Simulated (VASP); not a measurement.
Here is a VASP 6.6.1 calculation.

The input INCAR:

```
SYSTEM = Ge3P4
PREC = Normal
ENCUT = 520
EDIFF = 1E-4
ISMEAR = 0
SIGMA = 0.15
LREAL = .FALSE.
LASPH = .TRUE.
NELM = 60
ALGO = Fast
ISIF = 3
LWAVE = .FALSE.
LCHARG = .FALSE.
GGA = PE
IBRION = 2
NSW = 24
EDIFFG = -0.08
```

KPOINTS

```
Automatic mesh
0
G
  5 5 5
  0 0 0
```

File POSCAR:

```
Ge3P4
1.0
   -1.8707346800      2.0091200900      8.4592823500
    1.8707346800     -2.0091200900      8.4592823500
    1.8707346800      2.0091200900     -8.4592823500
Ge P
3 4
Direct
    0.6854021400      0.1854021400      0.5000000000
    0.3145978600      0.8145978600      0.5000000000
    0.5000000000      0.5000000000      0.0000000000
    0.8682165100      0.3682165100      0.5000000000
    0.1317834900      0.6317834900      0.5000000000
    0.9356744800      0.9356744800      0.0000000000
    0.0643255200      0.0643255200      0.0000000000
```

Potentials or basis: VASP PAW PBE potentials, release 64 (Ge_d, P).

The run is started by

```console
$ cat potpaw_PBE.64/Ge_d/POTCAR potpaw_PBE.64/P/POTCAR > POTCAR
$ mpirun -np 1 vasp_std > vasp.out
```

(1) Predict the space group after relaxing (to 0.05 Å).

(2) Predict the relaxed cell.

(3) What does it give for the band gap on the k mesh?

Answers

(1) Immm (No. 71).

(2) a = 9.193 Å, b = 9.193 Å, c = 9.193 Å, α = 153.95°, β = 158.91°, γ = 33.75°.

(3) none (metal or under the smearing width).

Caveat: the k mesh is coarse (spacing up to 0.46 Å⁻¹), so the values aren't converged.
